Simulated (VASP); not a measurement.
```xyz
4
Lattice="1.5575 -2.6977 0.0000 1.5575 2.6977 0.0000 0.0000 0.0000 5.1144" Properties=species:S:1:pos:R:3 pbc="T T T"
Si     1.5575    -0.8992     2.5555
Si     1.5575     0.8992     5.1127
C      1.5575    -0.8992     4.4768
C      1.5575     0.8992     1.9196
```

All values below come from vdW-DF-cx, VASP's PBE PAW potentials (set 64) (plane waves; VASP). Numerical set-up: 520 eV cut-off, 8×8×5 Γ-centred mesh, Gaussian smearing of 0.050 eV, potentials Si C.

Give the stress tensor in GPa (positive for a compressed cell).

```
-6.15   0.00   0.00
 0.00  -6.15   0.00
 0.00   0.00  -5.93
```
The pressure is its mean diagonal, -6.07 GPa.

The compound is SiC in the wurtzite structure, the rare 2H polytype. This cell is one point of a volume scan, at 1.03 of the reference volume.
